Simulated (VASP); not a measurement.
Method: r2SCAN meta-GGA, VASP's PBE PAW potentials (set 64) (plane waves; VASP).

Input for VASP

**POSCAR**
```
Tc
1
    1.3700000000    -2.3729100000     0.0000000000
    1.3700000000     2.3729100000     0.0000000000
    0.0000000000     0.0000000000     4.3900000000
Tc
2
Direct
  0.3333330000   0.6666670000   0.2500000000
  0.6666670000   0.3333330000   0.7500000000
```

**KPOINTS**
```
Automatic mesh
0
Gamma
 14 14 8
0 0 0
```

### INCAR
```
! general
SYSTEM  = Tc
PREC    = Accurate
ENCUT   = 520
LREAL   = F
LASPH   = T

! electronic loop
EDIFF   = 1E-6
NELM    = 100
ALGO    = Normal
LMAXMIX = 4
LMIXTAU = T

! smearing
ISMEAR  = 1
SIGMA   = 0.1

! functional
METAGGA = R2SCAN

! ions
IBRION  = 2
NSW     = 60
ISIF    = 3
EDIFFG  = -0.01

! output
LWAVE   = F
LCHARG  = F
```

POTCAR, in this order: Tc_pv (PBE.64 set). Program: vasp_std.

The resulting files:

### OUTCAR
```
 ion  position               nearest neighbor table
   1  0.333  0.667  0.250-   2 2.71   2 2.71   2 2.71   2 2.71   2 2.71   2 2.71
   2  0.667  0.333  0.750-   1 2.71   1 2.71   1 2.71   1 2.71   1 2.71   1 2.71
  LATTYP: Found a hexagonal cell.
 ALAT       =     2.7400003409
 C/A-ratio  =     1.6021895817
 Subroutine PRICEL returns:
 Original cell was already a primitive cell.
 Subroutine GETGRP returns: Found 24 space group operations
The static configuration has the point symmetry D_3d.
 The point group associated with its full space group is D_6h.
The dynamic configuration has the point symmetry D_3d.
 Subroutine INISYM returns: Found 24 space group operations
 Subroutine IBZKPT returns following result:
 Found    120 irreducible k-points:

 Following reciprocal coordinates:
            Coordinates               Weight
  0.000000  0.000000  0.000000      1.000000
  0.071429  0.000000  0.000000      6.000000
  0.142857  0.000000  0.000000      6.000000
  0.214286 -0.000000  0.000000      6.000000
  0.285714 -0.000000  0.000000      6.000000
  0.357143 -0.000000  0.000000      6.000000
  0.428571 -0.000000  0.000000      6.000000
  0.500000  0.000000  0.000000      3.000000
  0.071429  0.071429  0.000000      6.000000
  0.142857  0.071429  0.000000     12.000000
  0.214286  0.071429  0.000000     12.000000
  0.285714  0.071429  0.000000     12.000000
  0.357143  0.071429  0.000000     12.000000
  0.428571  0.071429  0.000000     12.000000
  0.142857  0.142857  0.000000      6.000000
  0.214286  0.142857  0.000000     12.000000
  0.285714  0.142857  0.000000     12.000000
  0.357143  0.142857  0.000000     12.000000
  0.428571  0.142857  0.000000      6.000000
  0.214286  0.214286  0.000000      6.000000
  0.285714  0.214286  0.000000     12.000000
  0.357143  0.214286  0.000000     12.000000
  0.285714  0.285714  0.000000      6.000000
  0.357143  0.285714  0.000000      6.000000
  0.000000  0.000000  0.125000      2.000000
  0.071429  0.000000  0.125000     12.000000
  0.142857  0.000000  0.125000     12.000000
  0.214286 -0.000000  0.125000     12.000000
  0.285714 -0.000000  0.125000     12.000000
  0.357143 -0.000000  0.125000     12.000000
  0.428571 -0.000000  0.125000     12.000000
  0.500000  0.000000  0.125000      6.000000
  0.071429  0.071429  0.125000     12.000000
  0.142857  0.071429  0.125000     24.000000
  0.214286  0.071429  0.125000     24.000000
  0.285714  0.071429  0.125000     24.000000
  0.357143  0.071429  0.125000     24.000000
  0.428571  0.071429  0.125000     24.000000
  0.142857  0.142857  0.125000     12.000000
  0.214286  0.142857  0.125000     24.000000
   k-points           NKPTS =    120   k-points in BZ     NKDIM =    120   number of bands    NBANDS=     17
   number of dos      NEDOS =    301   number of ions     NIONS =      2
   total plane-waves  NPLWV =  14400
   dimension x,y,z NGX =    20 NGY =   20 NGZ =   36
   dimension x,y,z NGXF=    40 NGYF=   40 NGZF=   72
   ions per type =               2
   PREC   = accura    normal or accurate (medium, high low for compatibility)
   ISTART =      0    job   : 0-new  1-cont  2-samecut
   ICHARG =      2    charge: 1-file 2-atom 10-const
   ISPIN  =      1    spin polarized calculation?
   LNONCOLLINEAR =      F non collinear calculations
   LSORBIT =      F    spin-orbit coupling
   INIWAV =      1    electr: 0-lowe 1-rand  2-diag
   ENCUT  =  520.0 eV  38.22 Ry    6.18 a.u.   5.09  5.09  8.16*2*pi/ulx,y,z
   NELM   =    100;   NELMIN=  2; NELMDL= -5     # of ELM steps
   EDIFF  = 0.1E-05   stopping-criterion for ELM
   LREAL  =      F    real-space projection
...
```

OSZICAR:
```
       N       E                     dE             d eps       ncg     rms          rms(c)
DAV:   1     0.285208218414E+03    0.28521E+03   -0.17324E+04  4096   0.166E+03
DAV:   2    -0.558668914089E+02   -0.34108E+03   -0.33766E+03  4439   0.470E+02
DAV:   3    -0.644484243024E+02   -0.85815E+01   -0.83561E+01  4954   0.864E+01
DAV:   4    -0.645340617351E+02   -0.85637E-01   -0.84757E-01  4439   0.834E+00
DAV:   5    -0.645348786008E+02   -0.81687E-03   -0.81678E-03  4608   0.786E-01    0.294E+01
DAV:   6    -0.529944235234E+02    0.11540E+02   -0.11647E+01  4199   0.404E+01    0.365E+00
DAV:   7    -0.508317921219E+02    0.21626E+01   -0.13803E+00  4518   0.875E+00    0.975E-01
DAV:   8    -0.518547224014E+02   -0.10229E+01   -0.12417E+00  4262   0.767E+00    0.185E+00
DAV:   9    -0.519352315653E+02   -0.80509E-01   -0.43624E-02  4221   0.232E+00    0.521E-01
DAV:  10    -0.519346121290E+02    0.61944E-03   -0.47269E-02  4086   0.273E+00    0.444E-01
DAV:  11    -0.519335122944E+02    0.10998E-02   -0.93542E-04  4718   0.272E-01    0.347E-01
DAV:  12    -0.519315008238E+02    0.20115E-02   -0.50706E-03  4092   0.746E-01    0.113E-01
DAV:  13    -0.519329338539E+02   -0.14330E-02   -0.16472E-03  4343   0.298E-01    0.380E-02
DAV:  14    -0.519330286278E+02   -0.94774E-04   -0.77146E-05  4243   0.794E-02    0.420E-02
DAV:  15    -0.519330328938E+02   -0.42660E-05   -0.80177E-06  4262   0.283E-02    0.476E-02
DAV:  16    -0.519330368228E+02   -0.39290E-05   -0.25630E-05  4088   0.583E-02    0.288E-02
DAV:  17    -0.519330336887E+02    0.31341E-05   -0.54086E-05  4248   0.774E-02    0.393E-03
DAV:  18    -0.519330329479E+02    0.74088E-06   -0.13486E-06  2256   0.113E-02
   1 F= -.51933033E+02 E0= -.51932610E+02  d E =-.519330E+02
       N       E                     dE             d eps       ncg     rms          rms(c)
DAV:   1    -0.519893310191E+02   -0.56297E-01   -0.17669E+00  4210   0.162E+01    0.263E+00
DAV:   2    -0.519314328478E+02    0.57898E-01   -0.16315E-01  4204   0.421E+00    0.401E-01
DAV:   3    -0.519294409111E+02    0.19919E-02   -0.19757E-02  4457   0.141E+00    0.367E-01
DAV:   4    -0.519290984798E+02    0.34243E-03   -0.24841E-03  4110   0.454E-01    0.220E-02
DAV:   5    -0.519304111711E+02   -0.13127E-02   -0.13138E-03  4152   0.409E-01    0.228E-02
DAV:   6    -0.519306641974E+02   -0.25303E-03   -0.70202E-05  4208   0.857E-02    0.695E-03
DAV:   7    -0.519306523205E+02    0.11877E-04   -0.11639E-05  4518   0.249E-02    0.395E-03
DAV:   8    -0.519306989636E+02   -0.46643E-04   -0.79108E-06  4202   0.310E-02    0.234E-03
DAV:   9    -0.519306818598E+02    0.17104E-04   -0.80286E-07  2057   0.101E-02    0.344E-04
DAV:  10    -0.519306883832E+02   -0.65234E-05   -0.61852E-08  2046   0.264E-03    0.923E-05
DAV:  11    -0.519306868875E+02    0.14957E-05   -0.58608E-09  2045   0.890E-04    0.480E-05
DAV:  12    -0.519306874858E+02   -0.59831E-06   -0.13641E-09  2046   0.330E-04
   2 F= -.51930687E+02 E0= -.51930284E+02  d E =0.234546E-02
       N       E                     dE             d eps       ncg     rms          rms(c)
DAV:   1    -0.519649594962E+02   -0.34273E-01   -0.95800E-01  4234   0.121E+01    0.188E+00
DAV:   2    -0.519337004440E+02    0.31259E-01   -0.89502E-02  4220   0.307E+00    0.293E-01
DAV:   3    -0.519328011345E+02    0.89931E-03   -0.10657E-02  4433   0.103E+00    0.255E-01
DAV:   4    -0.519322075111E+02    0.59362E-03   -0.15289E-03  4110   0.357E-01    0.233E-02
DAV:   5    -0.519333624306E+02   -0.11549E-02   -0.75988E-04  4143   0.306E-01    0.140E-02
DAV:   6    -0.519333959737E+02   -0.33543E-04   -0.21481E-05  4330   0.460E-02    0.743E-03
DAV:   7    -0.519334166588E+02   -0.20685E-04   -0.60091E-06  4356   0.172E-02    0.298E-03
DAV:   8    -0.519333948613E+02    0.21797E-04   -0.48624E-06  4134   0.247E-02    0.176E-03
DAV:   9    -0.519334066400E+02   -0.11779E-04   -0.39985E-07  2043   0.709E-03    0.313E-04
DAV:  10    -0.519334015398E+02    0.51002E-05   -0.37162E-08  2043   0.211E-03    0.659E-05
DAV:  11    -0.519334036207E+02   -0.20809E-05   -0.31027E-09  2043   0.607E-04    0.302E-05
DAV:  12    -0.519334030127E+02    0.60800E-06   -0.52773E-10  2043   0.191E-04
   3 F= -.51933403E+02 E0= -.51932985E+02  d E =-.370065E-03
       N       E                     dE             d eps       ncg     rms          rms(c)
DAV:   1    -0.519336057243E+02   -0.20210E-03   -0.10602E-02  4090   0.915E-01    0.852E-02
DAV:   2    -0.519334246421E+02    0.18108E-03   -0.28843E-04  4333   0.153E-01    0.369E-02
DAV:   3    -0.519334040428E+02    0.20599E-04   -0.98709E-05  4850   0.915E-02    0.828E-03
DAV:   4    -0.519334182140E+02   -0.14171E-04   -0.12718E-05  4395   0.325E-02    0.319E-03
DAV:   5    -0.519334144697E+02    0.37443E-05   -0.20893E-06  2695   0.148E-02    0.189E-03
DAV:   6    -0.519334195442E+02   -0.50745E-05   -0.74556E-07  2051   0.101E-02    0.464E-04
DAV:   7    -0.519334173134E+02    0.22307E-05   -0.19495E-07  2043   0.476E-03    0.191E-04
DAV:   8    -0.519334178810E+02   -0.56757E-06   -0.11215E-08  2043   0.955E-04
   4 F= -.51933418E+02 E0= -.51933015E+02  d E =-.148683E-04
```

File OUTCAR:
```
------------------------ aborting loop because EDIFF is reached ----------------------------------------
  FORCE on cell =-STRESS in cart. coord.  units (eV):
  Direction    XX          YY          ZZ          XY          YZ          ZX
  --------------------------------------------------------------------------------------
  Total        0.0023116      0.0023116     -0.0108067      0.0000000     -0.0000000      0.0000000
  in kB        0.1301966      0.1301967     -0.6086757      0.0000000     -0.0000000      0.0000000
  external PRESSURE =      -0.1160941 kB  Pullay stress =       0.0000000 kB
  volume of cell :       28.45
      direct lattice vectors                 reciprocal lattice vectors
     1.367709457 -2.368942662  0.000000000     0.365574719 -0.211064627 -0.000000000
     1.367709457  2.368942662 -0.000000000     0.365574719  0.211064627 -0.000000000
     0.000000000 -0.000000000  4.389741279     0.000000000  0.000000000  0.227803858
 POSITION                                       TOTAL-FORCE (eV/Angst)
 -----------------------------------------------------------------------------------
      1.36771      0.78965      1.09744        -0.000000     -0.000000     -0.000000
      1.36771     -0.78965      3.29231         0.000000      0.000000      0.000000
 -----------------------------------------------------------------------------------
    total drift:                               -0.000026      0.000616     -0.000043
  FREE ENERGIE OF THE ION-ELECTRON SYSTEM (eV)
  ---------------------------------------------------
  free  energy   TOTEN  =       -51.9334178810 eV

  energy  without entropy=      -51.9322100395  energy(sigma->0) =      -51.93301527

 reached required accuracy - stopping structural energy minimisation
```
(Selected blocks of OUTCAR.)

CONTCAR:
```
Tc
   1.00000000000000
     1.3677094572250132   -2.3689426615633331    0.0000000000000000
     1.3677094572250132    2.3689426615633331   -0.0000000000000000
     0.0000000000000000   -0.0000000000000000    4.3897412788706855
  Tc
     2
Direct
     0.3333330000000032    0.6666669999999968    0.2500000000000000
     0.6666669999999968    0.3333330000000032    0.7500000000000000
```

OUTCAR:
```
 val. band max:       12.6335527849   @ k =   0.3571   0.2857   0.5000

 cond. band min:      12.6452546660   @ k =   0.0000   0.0000   0.2500


 Fermi energy:        12.6417960852

 k-point     1 :       0.0000    0.0000    0.0000
  band No.  band energies     occupation
      1     -28.1353      2.00000
      2     -26.9138      2.00000
      3     -26.9138      2.00000
      4     -26.7111      2.00000
      5     -26.7111      2.00000
      6     -26.6721      2.00000
      7       4.9228      2.00000
      8       6.9243      2.00000
      9      11.0625      2.00000
     10      11.0625      2.00000
     11      11.1111      2.00000
     12      11.8128      2.00000
     13      11.8128      2.00000
     14      12.5657      1.95893
     15      12.5657      1.95875
     16      14.3469     -0.00000
     17      15.3649      0.00000

 k-point     2 :       0.0714    0.0000    0.0000
  band No.  band energies     occupation
      1     -28.1123      2.00000
      2     -26.9658      2.00000
      3     -26.9306      2.00000
      4     -26.7652      2.00000
      5     -26.7183      2.00000
      6     -26.6817      2.00000
      7       5.1265      2.00000
      8       7.0897      2.00000
      9      10.6312      2.00000
     10      11.2359      2.00000
     11      11.4778      2.00000
     12      11.7074      2.00000
     13      11.9742      2.00000
     14      12.3025      2.00002
     15      12.4288      2.01027
     16      13.3392     -0.00000
     17      15.4504      0.00000

 k-point     3 :       0.1429    0.0000    0.0000
  band No.  band energies     occupation
      1     -28.0459      2.00000
      2     -27.1117      2.00000
      3     -26.9767      2.00000
      4     -26.9140      2.00000
      5     -26.7393      2.00000
      6     -26.7105      2.00000
      7       5.6975      2.00000
      8       7.5103      2.00000
      9      10.1197      2.00000
     10      11.2999      2.00000
     11      11.3910      2.00000
...
```

The compound is Tc in the hcp structure. This run relaxes it. Symmetry was kept, so distortions that lower it aren't found.
